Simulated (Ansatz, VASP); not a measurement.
**GaCuSe2: VASP beside Ansatz**

Wanted: the spread between two codes on one cell, functional and k mesh. The structure shown is the start of the Ansatz relaxation below; VASP solves that cell, so the two are compared at the walk's first step.

Calculated with Ansatz 0.2.0; plane waves, with VASP 6.6.1 beside it; single point at PBEsol.

## 1. The starting structure

Symmetry: I-42d, No. 122, tetragonal system. Conventional cell: a = 5.679 Å, b = 5.679 Å, c = 11.294 Å, α = 90.00°, β = 90.00°, γ = 90.00°. Cu has 4 Se at 2.43 Å nearest. Nearest to Ga lie 4 Se at 2.48 Å. Se has 2 Cu at 2.43 Å and 2 Ga at 2.48 Å nearest. Farther neighbours and most contacts between anions are not listed.

## 2. Ansatz: relaxation, PBEsol

Ansatz runs on its PAW soft_1 files.

The two programs are compared at the cell with which this relaxation starts, whose forces are those of its first step.

Contents of input.yaml:

```yaml
crystal:
  lattice:
    - [-2.8394973784, 2.8394973784, 5.6469131219]
    - [2.8394973784, -2.8394973784, 5.6469131219]
    - [2.8394973784, 2.8394973784, -5.6469131219]
  atoms:
    - { symbol: Cu, position: [0.0, 0.0, 0.0] }
    - { symbol: Cu, position: [0.75, 0.25, 0.5] }
    - { symbol: Ga, position: [0.5, 0.5, 0.0] }
    - { symbol: Ga, position: [0.25, 0.75, 0.5] }
    - { symbol: Se, position: [0.375, 0.3673496315, 0.4923496315] }
    - { symbol: Se, position: [0.6326503685, 0.125, 1.0076503685] }
    - { symbol: Se, position: [0.875, 0.8826503685, 0.5076503685] }
    - { symbol: Se, position: [0.1173496315, 0.625, -0.0076503685] }
kpoints:
  mp_grid: { grid: [8, 8, 8] }
hamiltonian:
  xc: pbesol
  pseudopotentials: { kind: paw, azcp: { folder: soft_1 }, xc_functional: pbe }
scf:
  occupations: { method: gaussian, width: 0.01 }
output:
  forces: true
  stress: true
  eigenvalues: true
relax:
  adjacent_minimum: "off"
  f_tol: 0.001
  max_steps: 60
  cell: { stress_tol: 0.01, fix: [volume] }
```

The run is started by

```console
> ansatz run input.yaml --threads 4 --pin off --max-ram 16384MiB --backend cpu --events-out ev --progress --plain --runs-dir out
```

Numbers of over 12 decimals in the logs are rounded to 6 here.

Log:

```text
Engine: ansatz 0.2.0, aarch64-unknown-linux-gnu
Pseudopotentials: kind: paw
Pseudopotential: Cu, paw, valence charge 19, recommended cutoff 420 eV (normal), soft_1/Cu.paw.azcp
Pseudopotential: Ga, paw, valence charge 13, recommended cutoff 420 eV (normal), soft_1/Ga.paw.azcp
Pseudopotential: Se, paw, valence charge 16, recommended cutoff 420 eV (normal), soft_1/Se.paw.azcp
Functional definition: PBEsol
  exchange = pbesol_x
  correlation = pbesol_c
Crystal: 8 atoms, lattice volume = 182.118 Å³
Basis set: ecut = 420 eV, 3563 PW (Γ), exchange–correlation on 96×96×96 points (8 copies of the dense FFT grid, shifted against one another)
Bands: 77, of which v1, the nominal top of the filled ones, is band 64 counted from 1 (63 counted from 0)
Symmetry: 8 space group operations
Space group: I-42d (ITA 122), of the structure as read, at distance tolerance 5.7e-5 Å
k-points: 59 of 512 (time reversal used)
Non-local potential: Cu, projectors of the file, l = 0: 3, l = 1: 2, l = 2: 3, l = 3: 1
Non-local potential: Ga, projectors of the file, l = 0: 2, l = 1: 2, l = 2: 3, l = 3: 1
Non-local potential: Se, projectors of the file, l = 0: 2, l = 1: 2, l = 2: 3, l = 3: 1
PAW form: soft (Blöchl's): semilocal exchange-correlation on the pseudo side does not see the compensation charge
PAW frozen core: Cu, regenerated for the run's functional, and the local potential with it (the file was generated under x = pbe(κ = 0.804, μ = 0.219515), c = pbe(β = 0.066725))
PAW frozen core: Ga, regenerated for the run's functional, and the local potential with it (the file was generated under x = pbe(κ = 0.804, μ = 0.219515), c = pbe(β = 0.066725))
PAW frozen core: Se, regenerated for the run's functional, and the local potential with it (the file was generated under x = pbe(κ = 0.804, μ = 0.219515), c = pbe(β = 0.066725))
PAW one-centre angular grid: Cu, 590 points (default); XC on 64 Gauss nodes
PAW one-centre angular grid: Ga, 590 points (default); XC on 64 Gauss nodes
PAW one-centre angular grid: Se, 590 points (default); XC on 64 Gauss nodes
Initial density: superposition of atomic densities (chi_scale 0.1, normalization cell, long waves kept (reshape's long-wave potential 0.00 eV rms))
Initial wavefunctions: pseudopotential atomic-orbital guess
Functional: x = pbesol(κ = 0.804, μ = 0.123457), c = pbesol(β = 0.046)
SCF iter   1: F=—  HF=-42365.539043 eV  |F-HF|=—  |Δ(HF+E_count)|=         —  Δρ=5.25e-2  dr2=3.92e0  ethr=3.10e-3  ⟨swp⟩=5.3  Hψ=15103  notcnv=0
preconditioner: auto → Resta (q_TF=auto, 2.573 Å⁻¹)  ε∞=4.4  [insulator: Δε(μ)=0.185 eV  Ē_g=12.608 eV  σ=0.010 eV  W_gap=1.00  n_scr=60 (ndim 8)  ℏωp=23.3 eV  f_vac=0.072  D(μ)=0.00/eV (n_scr^D=0)  ε∞_Penn≈4.4]
SCF iter   2: F=—  HF=-42364.732384 eV  |F-HF|=—  |Δ(HF+E_count)|=   8.07e-1  Δρ=4.12e-2  dr2=1.66e0  ethr=3.06e-3  ⟨swp⟩=2.7  Hψ=8271  notcnv=0  defer=422
SCF iter   3: F=—  HF=-42364.616075 eV  |F-HF|=—  |Δ(HF+E_count)|=   1.16e-1  Δρ=2.66e-2  dr2=9.80e-1  ethr=1.30e-3  ⟨swp⟩=2.0  Hψ=9381  notcnv=0  defer=418
SCF iter   4: F=—  HF=-42364.359660 eV  |F-HF|=—  |Δ(HF+E_count)|=   2.56e-1  Δρ=1.00e-2  dr2=1.12e-1  ethr=7.66e-4  ⟨swp⟩=2.1  Hψ=6396  notcnv=0  defer=422
SCF iter   5: F=—  HF=-42364.359698 eV  |F-HF|=—  |Δ(HF+E_count)|=   3.83e-5  Δρ=3.29e-3  dr2=1.35e-2  ethr=8.72e-5  ⟨swp⟩=2.1  Hψ=6593  notcnv=0  defer=422
SCF iter   6: F=—  HF=-42364.356546 eV  |F-HF|=—  |Δ(HF+E_count)|=   3.15e-3  Δρ=9.00e-4  dr2=1.80e-3  ethr=1.06e-5  ⟨swp⟩=2.0  Hψ=6590  notcnv=0  defer=422
SCF iter   7: F=—  HF=-42364.357255 eV  |F-HF|=—  |Δ(HF+E_count)|=   7.08e-4  Δρ=5.65e-4  dr2=5.95e-4  ethr=1.41e-6  ⟨swp⟩=2.0  Hψ=6590  notcnv=0  defer=422
SCF iter   8: F=—  HF=-42364.357378 eV  |F-HF|=—  |Δ(HF+E_count)|=   1.23e-4  Δρ=2.40e-4  dr2=6.71e-5  ethr=4.65e-7  ⟨swp⟩=2.0  Hψ=7770  notcnv=0  defer=422
SCF iter   9: F=—  HF=-42364.357393 eV  |F-HF|=—  |Δ(HF+E_count)|=   1.55e-5  Δρ=4.76e-5  dr2=3.10e-6  ethr=5.24e-8  ⟨swp⟩=2.0  Hψ=5466  notcnv=0  defer=422
SCF iter  10: F=—  HF=-42364.357397 eV  |F-HF|=—  |Δ(HF+E_count)|=   3.45e-6  Δρ=1.18e-5  dr2=1.89e-7  ethr=2.43e-9  ⟨swp⟩=2.0  Hψ=5676  notcnv=0  defer=422
SCF iter  11: F=-42364.357397 eV  HF=-42364.357397 eV  |F-HF|=4.22e-10  |Δ(HF+E_count)|=   1.28e-7  Δρ=1.83e-6  dr2=5.48e-9  ethr=7.81e-11  ⟨swp⟩=10.1  Hψ=21133  notcnv=0
SCF 1 converged in 11 iterations: F = -42364.357397 eV  dr2 = 5.48e-9
  greatest PAW one-centre occupation: 1.000 electrons in one spin orbital (limit 2), on the Cu atom at site 1 (counted from 0), in its partial waves of l = 0
relax step   1: F+E_penalty+E_count = -42364.35739671 eV  Δ(F+E_penalty+E_count) = +0.000e0 eV  max|allowed force component| = 1.415e-2 eV/Å  Δτ_max = 0.0000 Å  P = -3.583 GPa  Ω = 182.118 Å³  fix = [volume]  reactions: volume -3.583 GPa  (11 SCF iters, dr2 threshold 1.00e-7 eV, accepted)
[...]
relax step   3: F+E_penalty+E_count = -42364.35744712 eV  Δ(F+E_penalty+E_count) = -5.103e-6 eV  max|allowed force component| = 5.871e-5 eV/Å  Δτ_max = 0.0006 Å  P = -3.578 GPa  Ω = 182.118 Å³  energy of the carried Pulay correction = -7.944e-18 eV  fix = [volume]  reactions: volume -3.578 GPa  (6 SCF iters, dr2 threshold 1.14e-9 eV, accepted)
[...]
relax step   4: F+E_penalty+E_count = -42364.35744745 eV  Δ(F+E_penalty+E_count) = -3.263e-7 eV  max|allowed force component| = 5.748e-5 eV/Å  Δτ_max = 0.0000 Å  P = -3.578 GPa  Ω = 182.118 Å³  fix = [volume]  reactions: volume -3.578 GPa  stress off target by 1.31e-3 GPa on what of the cell is left free  SCF on the basis re-selected at this cell (its energy is not comparable with the rows above)  (7 SCF iters)
basis re-selected at this cell: Δ(F+E_penalty+E_count) = -3.263e-7 eV, ΔP = +0.000 GPa vs the last step (what re-selecting the basis moved, of the pressure what is left beyond the Pulay correction that the steps carried, after the strain that the cell walked since its last selection, with what the two solves' SCF thresholds leave and, on support functions, any second-order correction that the steps lacked; it is no m [...]
SCF converged after 7 iterations
Free energy (F): -42364.357447 eV
Harris-Foulkes:  -42364.357447 eV  (|F-HF|=7.28e-12)
Internal energy: -42364.357447 eV  (E = F + TS)
E sigma→0 (E₀):  -42364.357447 eV
Fermi energy:    7.735156 eV
--- Per-component energies (eV) ---
  E_band       = -2740.293472
  E_kinetic    = 1184.072045
  E_local      = -26104.688954  (includes V_loc(G=0)·N_el)
  E_nonlocal   = 204.115635
  E_hartree    = 12845.193793
  E_xc         = -595.985603
  E_vxc        = -644.578578  (∫ρ·V_xc dr)
  E_paw        = -15817.586817  (= ΣΔE_a)
  E_vpaw       = -3069.601338  (= ΣTr[D̂ρ^β])
  E_aug_tail   = 0.000090  (compensation charges beyond the density's cutoff)
  E_ewald      = -14085.649808
  E_core_change = 6.172171  (= ΣΔE_core)
  E_smearing   = -0.000000  (= −TS)
  E_closure    = -0.000000  (closes the sum)
  Σ components = -42364.357447   (vs F -42364.357447, Δ=0.00e0)
--- Forces (eV/Å), atoms counted from 1 ---
  atom   1  Cu    -0.00000000    -0.00000000    -0.00000000
  atom   2  Cu    -0.00000000     0.00000000    -0.00000000
  atom   3  Ga    -0.00000000    -0.00000000     0.00000000
  atom   4  Ga    -0.00000000    -0.00000000     0.00000000
  atom   5  Se     0.00005748     0.00000000     0.00000000
  atom   6  Se    -0.00000000    -0.00005748     0.00000000
  atom   7  Se    -0.00005748     0.00000000     0.00000000
  atom   8  Se    -0.00000000     0.00005748    -0.00000000
  max |Σ_I F_I| component: 5.62e-17 eV/Å
--- Stress (GPa, compression-positive) ---
       -3.577409       0.000000       0.000000
        0.000000      -3.577409       0.000000
        0.000000       0.000000      -3.579376
  P = ⅓ Tr σ = -3.5781 GPa (-35.781 kbar)
--- Band table (eV; the first three rows and the last of 59) ---
  k-point 0: bands = [... 60 lower, 6.2383, 7.6676, 7.6822, 7.6822, 7.7726, 9.6467, 9.8003, 11.6201, ... 9 higher]
  k-point 1: bands = [... 60 lower, 6.3148, 6.8109, 7.5675, 7.6452, 8.6114, 9.7695, 10.3130, 11.4120, ... 9 higher]
  k-point 2: bands = [... 60 lower, 6.4685, 6.5399, 7.1638, 7.5401, 9.1943, 9.7428, 10.8377, 11.1416, ... 9 higher]
  k-point 58: bands = [... 60 lower, 6.6050, 6.6050, 6.9004, 6.9004, 9.3964, 9.3964, 9.6343, 9.6343, ... 9 higher]
--- Relaxed structure (3 steps of the walk, 3 accepted, 1 SCFs on fresh bases) ---
  F+E_penalty+E_count = -42364.35744745 eV   max|allowed force component| = 5.748e-5 eV/Å   (the final SCF, on the basis selected at the relaxed cell)
  cell:  # Å, volume = 182.1185 Å³
    - [-2.839439, 2.839439, 5.647145]
    - [2.839439, -2.839439, 5.647145]
    - [2.839439, 2.839439, -5.647145]
  atoms:
    - { symbol: Cu, position: [0, 0, 0] }
    - { symbol: Cu, position: [0.75, 0.250000, 0.5] }
    - { symbol: Ga, position: [0.5, 0.5, 0] }
    - { symbol: Ga, position: [0.250000, 0.75, 0.5] }
    - { symbol: Se, position: [0.375, 0.367661, 0.492661] }
    - { symbol: Se, position: [0.632339, 0.125000, 1.007339] }
    - { symbol: Se, position: [0.875000, 0.882339, 0.507339] }
    - { symbol: Se, position: [0.117661, 0.625, -0.00733901] }
```

The column dr2 measures how far the density is from self-consistency, as an energy; F and HF (Harris–Foulkes) agree once it is small.

## 3. VASP: single point, PBEsol, start cell

The same cell, functional, mesh and smearing now go to VASP, with its own data sets.

Lines of VASP's logs that name or quote its potential files are left out, and so is its time.

Contents of INCAR:

```
SYSTEM = GaCuSe2
PREC = Accurate
ENCUT = 520
EDIFF = 1E-06
NELM = 120
ISMEAR = 0
SIGMA = 0.01
LREAL = .FALSE.
ALGO = Normal
GGA = PS
NBANDS = 44
LASPH = .TRUE.
LORBIT = 11
LWAVE = .FALSE.
LCHARG = .FALSE.
ISIF = 2
GGA_COMPAT = .FALSE.
KPAR = 2
```

Contents of POSCAR:

```
GaCuSe2
1.0
   -2.8394970000      2.8394970000      5.6469130000
    2.8394970000     -2.8394970000      5.6469130000
    2.8394970000      2.8394970000     -5.6469130000
Cu Ga Se
2 2 4
Direct
    0.0000000000      0.0000000000      0.0000000000
    0.7500000443      0.2500000443      0.5000000000
    0.5000000000      0.5000000000      0.0000000000
    0.2500000443      0.7500000443      0.5000000000
    0.3750000659      0.3673495912      0.4923497014
    0.6326504088      0.1250001102      0.0076504747
    0.8750000659      0.8826503645      0.5076504747
    0.1173496355      0.6250001102      0.9923497014
```

Contents of KPOINTS:

```
Automatic mesh
0
Gamma
8 8 8
0 0 0
```

Potentials, in the order of the species: Cu, Ga_d and Se (PBE family, release 64).

The run is started by

```console
> mpirun -np 2 vasp_std
```

Log:

```text
[banner, memory and clock lines left out]
running    2 mpi-ranks, on    1 nodes
 distrk:  each k-point on    1 cores,    2 groups
 distr:  one band on    1 cores,    1 groups

 POSCAR found type information on POSCAR CuGaSe
 POSCAR found :  3 types and       8 ions
|                                                                             |
|               ----> ADVICE to this user running VASP <----                  |
|                                                                             |
|     You enforced a specific xc type in the INCAR file but a different       |
|     [... a line on the potential file left out ...]
|     I HOPE YOU KNOW WHAT YOU ARE DOING!                                     |
|                                                                             |

 LDA part: xc-table for (Slater+PW92), standard interpolation
 POSCAR, INCAR and KPOINTS ok, starting setup
 FFT: planning ... GRIDC
 FFT: planning ... GRID_SOFT
 FFT: planning ... GRID
 WAVECAR not read
 entering main loop
       N       E                     dE             d eps       ncg     rms          rms(c)
DAV:   1     0.703055301778E+03    0.70306E+03   -0.31381E+04  5300   0.215E+03
DAV:   2     0.920858350563E+02   -0.61097E+03   -0.59260E+03  5320   0.557E+02
DAV:   3    -0.264542717060E+02   -0.11854E+03   -0.11487E+03  6504   0.210E+02
DAV:   4    -0.358760772871E+02   -0.94218E+01   -0.92913E+01  7192   0.573E+01
DAV:   5    -0.361881833863E+02   -0.31211E+00   -0.31109E+00  7444   0.114E+01    0.129E+01
DAV:   6    -0.368278974040E+02   -0.63971E+00   -0.43626E+01  7260   0.101E+02    0.101E+01
DAV:   7    -0.342251623898E+02    0.26027E+01   -0.96718E+00  6652   0.718E+01    0.379E+00
DAV:   8    -0.344163641195E+02   -0.19120E+00   -0.49508E+00  8012   0.285E+01    0.319E+00
DAV:   9    -0.342963248862E+02    0.12004E+00   -0.11518E+00  7588   0.173E+01    0.510E-01
DAV:  10    -0.342986226324E+02   -0.22977E-02   -0.67434E-02  7564   0.437E+00    0.327E-01
DAV:  11    -0.342980765672E+02    0.54607E-03   -0.17725E-02  7432   0.236E+00    0.107E-01
DAV:  12    -0.342981322876E+02   -0.55720E-04   -0.27345E-03  7864   0.747E-01    0.180E-02
DAV:  13    -0.342981536925E+02   -0.21405E-04   -0.22793E-04  7604   0.167E-01    0.229E-02
DAV:  14    -0.342981470134E+02    0.66791E-05   -0.91227E-05  7304   0.187E-01    0.689E-03
DAV:  15    -0.342981466551E+02    0.35832E-06   -0.11058E-05  6232   0.494E-02    0.265E-03
DAV:  16    -0.342981467827E+02   -0.12767E-06   -0.10127E-06  3648   0.119E-02
   1 F= -.34298147E+02 E0= -.34298147E+02  d E =-.181213E-10
```

[end of part 1 of 2]

[Lines on the potential files, build, host, timing and source positions are cut from VASP's logs without a mark.]

[Logs are printed without paths, hosts, clocks, repeated set-up lines and the standing remarks that a program may print on its own settings, such as how far it seeks lower states.]

[Hosts, paths, dates, database ids (printed as entryN), source tags and the programs' standing remarks are cut or masked in the printed files.]
